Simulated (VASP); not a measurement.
Calculation: SCAN meta-GGA, VASP's PBE PAW potentials (set 64) (plane waves; VASP).

The input files of a VASP run:

### KPOINTS
```
Automatic mesh
0
Gamma
11 11 6
0 0 0
```

INCAR:
```
LCHARG=.FALSE.
SIGMA=0.01
SYSTEM=SiC
METAGGA=SCAN
NELM=100
NEDOS=1001   ! DOS grid
LOPTICS=.TRUE.
ALGO=Normal   ! blocked Davidson
LASPH=.TRUE.
LWAVE=.FALSE.
PREC=Accurate
ENCUT=520
ISMEAR=0
EDIFF=1E-7   ! SCF stop (eV)
LMIXTAU=.TRUE.
CSHIFT=0.1
LREAL=.FALSE.   ! projection in real space or not
NBANDS=36
LPEAD=.TRUE.
```

File POSCAR:
```
SiC
3.0714940
  0.9999999630   0.0000000000   0.0000000000
 -0.4999999815   0.8660253257   0.0000000000
  0.0000000000   0.0000000000   1.6419716370
Si C
2 2
Cartesian
  0.5000004815   0.2886748199   1.6413761672
 -0.0000005000   0.5773505058   0.8203903488
  0.5000004815   0.2886748199   0.6163348336
 -0.0000005000   0.5773505058   1.4373206521
```

POTCAR, in this order: Si C (PBE.64 set). Program: vasp_std.

### Question
What does the run give for the energy per atom (σ→0)?

### Answer

```
Item                             Value
---------------------  ---------------
energy per atom (σ→0)  -10341 meV/atom
```

File OSZICAR:
```
...
DAV:  21    -0.413654396148E+02    0.15279E-05   -0.37243E-08  4356   0.109E-03    0.122E-04
DAV:  22    -0.413654393122E+02    0.30255E-06   -0.36202E-09  2652   0.281E-04    0.255E-04
DAV:  23    -0.413654391021E+02    0.21014E-06   -0.34064E-10  2600   0.968E-05    0.156E-04
DAV:  24    -0.413654396186E+02   -0.51647E-06   -0.78953E-10  2580   0.163E-04    0.419E-05
DAV:  25    -0.413654394886E+02    0.12994E-06   -0.13217E-10  2556   0.637E-05    0.207E-05
DAV:  26    -0.413654394484E+02    0.40208E-07   -0.11655E-11  2548   0.199E-05
   1 F= -.41365439E+02 E0= -.41365439E+02  d E =-.218464E-17
 imaginary and real dielectric function
```

The structure comes from a measured SiC entry (P6_3mc) of the Crystallography Open Database, whose conditions weren't checked. It was relaxed first.
